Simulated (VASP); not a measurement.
OSZICAR of a VASP run on Pb (fcc):

File OSZICAR:
```
...
DAV:   2    -0.360156452599E+01    0.16354E+00   -0.30954E-01  3252   0.118E+01    0.991E-01
DAV:   3    -0.356572774642E+01    0.35837E-01   -0.10266E-01  3704   0.668E+00    0.225E-01
DAV:   4    -0.356427459965E+01    0.14531E-02   -0.59449E-03  3157   0.141E+00    0.347E-02
DAV:   5    -0.356430910625E+01   -0.34507E-04   -0.66195E-04  3563   0.347E-01    0.180E-02
DAV:   6    -0.356431302695E+01   -0.39207E-05   -0.22029E-05  3897   0.718E-02    0.664E-03
DAV:   7    -0.356431379669E+01   -0.76974E-06   -0.48989E-06  3156   0.453E-02    0.188E-03
DAV:   8    -0.356431361583E+01    0.18085E-06   -0.12553E-07  2628   0.613E-03    0.371E-04
DAV:   9    -0.356431357348E+01    0.42349E-07   -0.21898E-08  1530   0.248E-03
   5 F= -.35643136E+01 E0= -.35643852E+01  d E =0.214948E-03
       N       E                     dE             d eps       ncg     rms          rms(c)
DAV:   1    -0.372451980381E+01   -0.16021E+00   -0.55872E+00  3285   0.509E+01    0.205E+00
DAV:   2    -0.358912306369E+01    0.13540E+00   -0.28434E-01  3213   0.112E+01    0.794E-01
DAV:   3    -0.356511603568E+01    0.24007E-01   -0.91591E-02  3483   0.617E+00    0.143E-01
DAV:   4    -0.356450460062E+01    0.61144E-03   -0.40705E-03  2994   0.111E+00    0.410E-02
DAV:   5    -0.356447914610E+01    0.25455E-04   -0.81607E-04  3332   0.517E-01    0.239E-02
DAV:   6    -0.356447376816E+01    0.53779E-05   -0.35512E-05  3391   0.108E-01    0.215E-03
DAV:   7    -0.356447484178E+01   -0.10736E-05   -0.16979E-06  3849   0.194E-02    0.851E-04
DAV:   8    -0.356447467655E+01    0.16523E-06   -0.38426E-08  1581   0.388E-03    0.164E-04
DAV:   9    -0.356447474136E+01   -0.64806E-07   -0.16915E-08  1500   0.254E-03
   6 F= -.35644747E+01 E0= -.35645214E+01  d E =0.139923E-03
       N       E                     dE             d eps       ncg     rms          rms(c)
DAV:   1    -0.376583304676E+01   -0.20136E+00   -0.57176E+00  3306   0.467E+01    0.231E+00
DAV:   2    -0.360130866880E+01    0.16452E+00   -0.31085E-01  3240   0.118E+01    0.989E-01
DAV:   3    -0.356573311335E+01    0.35576E-01   -0.10079E-01  3768   0.661E+00    0.225E-01
DAV:   4    -0.356426336531E+01    0.14697E-02   -0.56000E-03  3137   0.136E+00    0.345E-02
DAV:   5    -0.356431008687E+01   -0.46722E-04   -0.62660E-04  3538   0.321E-01    0.179E-02
DAV:   6    -0.356431279844E+01   -0.27116E-05   -0.20081E-05  3934   0.687E-02    0.598E-03
DAV:   7    -0.356431385179E+01   -0.10533E-05   -0.33786E-06  3168   0.366E-02    0.188E-03
DAV:   8    -0.356431362788E+01    0.22390E-06   -0.10460E-07  2301   0.610E-03    0.358E-04
DAV:   9    -0.356431358024E+01    0.47642E-07   -0.19469E-08  1503   0.223E-03
   7 F= -.35643136E+01 E0= -.35643852E+01  d E =0.214944E-03
       N       E                     dE             d eps       ncg     rms          rms(c)
DAV:   1    -0.362840048791E+01   -0.64087E-01   -0.22677E+00  9672   0.278E+01    0.124E+00
DAV:   2    -0.357966182638E+01    0.48739E-01   -0.95572E-02  9501   0.610E+00    0.590E-01
DAV:   3    -0.356584920633E+01    0.13813E-01   -0.38680E-02 10934   0.398E+00    0.131E-01
DAV:   4    -0.356540923134E+01    0.43997E-03   -0.30798E-03  9338   0.989E-01    0.319E-02
DAV:   5    -0.356537914038E+01    0.30091E-04   -0.24827E-04 11172   0.261E-01    0.913E-03
DAV:   6    -0.356538088335E+01   -0.17430E-05   -0.14800E-05 10895   0.609E-02    0.368E-03
DAV:   7    -0.356538021902E+01    0.66433E-06   -0.11071E-06  8910   0.207E-02    0.106E-03
DAV:   8    -0.356538030787E+01   -0.88855E-07   -0.65773E-08  4716   0.591E-03
   8 F= -.35653803E+01 E0= -.35653984E+01  d E =0.543129E-04
       N       E                     dE             d eps       ncg     rms          rms(c)
DAV:   1    -0.361611439739E+01   -0.50734E-01   -0.10712E+00  9546   0.114E+01    0.991E-01
DAV:   2    -0.358267293768E+01    0.33441E-01   -0.37999E-02 10010   0.272E+00    0.605E-01
DAV:   3    -0.356517533124E+01    0.17498E-01   -0.30196E-02  9260   0.291E+00    0.507E-02
DAV:   4    -0.356538967187E+01   -0.21434E-03   -0.32099E-03  8885   0.736E-01    0.228E-02
DAV:   5    -0.356537985622E+01    0.98156E-05   -0.10175E-04 11831   0.172E-01    0.372E-03
DAV:   6    -0.356538006857E+01   -0.21235E-06   -0.55785E-06 10060   0.326E-02    0.157E-03
DAV:   7    -0.356538016059E+01   -0.92023E-07   -0.21430E-07  7104   0.848E-03
   9 F= -.35653802E+01 E0= -.35653983E+01  d E =0.543119E-04
       N       E                     dE             d eps       ncg     rms          rms(c)
DAV:   1    -0.362750876941E+01   -0.62129E-01   -0.97791E-01  9993   0.112E+01    0.654E-01
DAV:   2    -0.359975521102E+01    0.27754E-01   -0.23641E-02 10024   0.216E+00    0.408E-01
DAV:   3    -0.356849918227E+01    0.31256E-01   -0.14487E-02  9165   0.240E+00    0.464E-02
DAV:   4    -0.356786855853E+01    0.63062E-03   -0.18885E-03  8922   0.534E-01    0.237E-02
DAV:   5    -0.356541079482E+01    0.24578E-02   -0.12956E-04  9847   0.203E-01    0.622E-03
DAV:   6    -0.356538151259E+01    0.29282E-04   -0.16353E-05  9956   0.540E-02    0.150E-03
DAV:   7    -0.356537778860E+01    0.37240E-05   -0.64011E-07  9685   0.104E-02    0.433E-04
DAV:   8    -0.356538054404E+01   -0.27554E-05   -0.30356E-08  4644   0.310E-03    0.120E-04
DAV:   9    -0.356538036591E+01    0.17813E-06   -0.63425E-09  4350   0.135E-03    0.743E-05
DAV:  10    -0.356538040242E+01   -0.36517E-07   -0.24228E-09  4212   0.812E-04
  10 F= -.35653804E+01 E0= -.35653985E+01  d E =0.543096E-04
       N       E                     dE             d eps       ncg     rms          rms(c)
DAV:   1    -0.361612122200E+01   -0.50741E-01   -0.10878E+00  9548   0.117E+01    0.991E-01
DAV:   2    -0.358267916956E+01    0.33442E-01   -0.37984E-02 10051   0.276E+00    0.605E-01
DAV:   3    -0.356517913601E+01    0.17500E-01   -0.30216E-02  9235   0.292E+00    0.508E-02
DAV:   4    -0.356538992964E+01   -0.21079E-03   -0.31755E-03  8968   0.731E-01    0.227E-02
DAV:   5    -0.356537995123E+01    0.99784E-05   -0.10074E-04 11894   0.170E-01    0.370E-03
DAV:   6    -0.356538019006E+01   -0.23882E-06   -0.56102E-06  9767   0.319E-02    0.158E-03
DAV:   7    -0.356538024297E+01   -0.52912E-07   -0.24208E-07  7714   0.962E-03
  11 F= -.35653802E+01 E0= -.35653983E+01  d E =0.543089E-04
       N       E                     dE             d eps       ncg     rms          rms(c)
DAV:   1    -0.358724597529E+01   -0.21866E-01   -0.93155E-01 10284   0.113E+01    0.659E-01
DAV:   2    -0.357304110608E+01    0.14205E-01   -0.21523E-02  9885   0.207E+00    0.409E-01
DAV:   3    -0.356508754459E+01    0.79536E-02   -0.14865E-02  9336   0.232E+00    0.478E-02
DAV:   4    -0.356520015078E+01   -0.11261E-03   -0.18270E-03  8858   0.526E-01    0.237E-02
DAV:   5    -0.356538308508E+01   -0.18293E-03   -0.13509E-04  9921   0.211E-01    0.629E-03
DAV:   6    -0.356538234780E+01    0.73728E-06   -0.17996E-05  9910   0.579E-02    0.154E-03
DAV:   7    -0.356538114549E+01    0.12023E-05   -0.75564E-07  9654   0.113E-02    0.382E-04
DAV:   8    -0.356538055615E+01    0.58934E-06   -0.31532E-08  4643   0.261E-03    0.131E-04
DAV:   9    -0.356538052978E+01    0.26371E-07   -0.65957E-09  4344   0.130E-03
  12 F= -.35653805E+01 E0= -.35653986E+01  d E =0.543113E-04
       N       E                     dE             d eps       ncg     rms          rms(c)
DAV:   1    -0.361606936757E+01   -0.50689E-01   -0.11110E+00  9522   0.118E+01    0.990E-01
DAV:   2    -0.358268934929E+01    0.33380E-01   -0.38258E-02  9938   0.279E+00    0.606E-01
DAV:   3    -0.356518091818E+01    0.17508E-01   -0.30221E-02  9251   0.292E+00    0.508E-02
DAV:   4    -0.356539024992E+01   -0.20933E-03   -0.31730E-03  8992   0.733E-01    0.228E-02
DAV:   5    -0.356537994410E+01    0.10306E-04   -0.10000E-04 11902   0.172E-01    0.366E-03
DAV:   6    -0.356538015583E+01   -0.21174E-06   -0.55593E-06  9965   0.327E-02    0.158E-03
DAV:   7    -0.356538023122E+01   -0.75382E-07   -0.21202E-07  7202   0.885E-03
  13 F= -.35653802E+01 E0= -.35653983E+01  d E =0.543121E-04
       N       E                     dE             d eps       ncg     rms          rms(c)
DAV:   1    -0.360286309642E+01   -0.37483E-01   -0.20762E+00  1472   0.122E+01    0.432E-01
DAV:   2    -0.359114216441E+01    0.11721E-01   -0.69501E-02  1745   0.318E+00    0.273E-01
DAV:   3    -0.356619956151E+01    0.24943E-01   -0.88662E-03  1464   0.192E+00    0.198E-02
DAV:   4    -0.356607851371E+01    0.12105E-03   -0.13019E-03  1424   0.387E-01    0.981E-03
DAV:   5    -0.356587677703E+01    0.20174E-03   -0.26498E-05  1577   0.819E-02    0.239E-03
DAV:   6    -0.356587751482E+01   -0.73779E-06   -0.90987E-07  1397   0.106E-02    0.178E-03
DAV:   7    -0.356588046785E+01   -0.29530E-05   -0.10867E-06  1439   0.218E-02    0.828E-04
DAV:   8    -0.356588045302E+01    0.14831E-07   -0.34084E-08   703   0.390E-03
  14 F= -.35658805E+01 E0= -.35658943E+01  d E =0.416217E-04
       N       E                     dE             d eps       ncg     rms          rms(c)
DAV:   1    -0.355215586010E+01    0.13725E-01   -0.63631E+00  1406   0.195E+01    0.773E-02
DAV:   2    -0.356588125080E+01   -0.13725E-01   -0.13953E-01  1675   0.447E+00    0.497E-02
DAV:   3    -0.356590435416E+01   -0.23103E-04   -0.84982E-04  1524   0.339E-01    0.304E-02
DAV:   4    -0.356588858404E+01    0.15770E-04   -0.31682E-04  1433   0.348E-01    0.133E-02
DAV:   5    -0.356588188128E+01    0.67028E-05   -0.18336E-05  1463   0.787E-02    0.484E-03
DAV:   6    -0.356588072161E+01    0.11597E-05   -0.32130E-06  1448   0.349E-02    0.744E-04
DAV:   7    -0.356588064443E+01    0.77177E-07   -0.11160E-07   741   0.674E-03
  15 F= -.35658806E+01 E0= -.35658945E+01  d E =0.416141E-04
```

Q: Which electronic solver shows in the log?

A: It is blocked Davidson (ALGO = Normal, or the opening steps of other solvers). The INCAR had ALGO = Normal.

Q: Can the final energy be trusted as converged?

A: Self-consistency was reached. It stopped with EDIFF = 1E-7, NELM = 100 (PBE GGA, plane waves, VASP's PBE PAW potentials (set 64)).

The compound is Pb in the fcc structure. It was relaxed first.
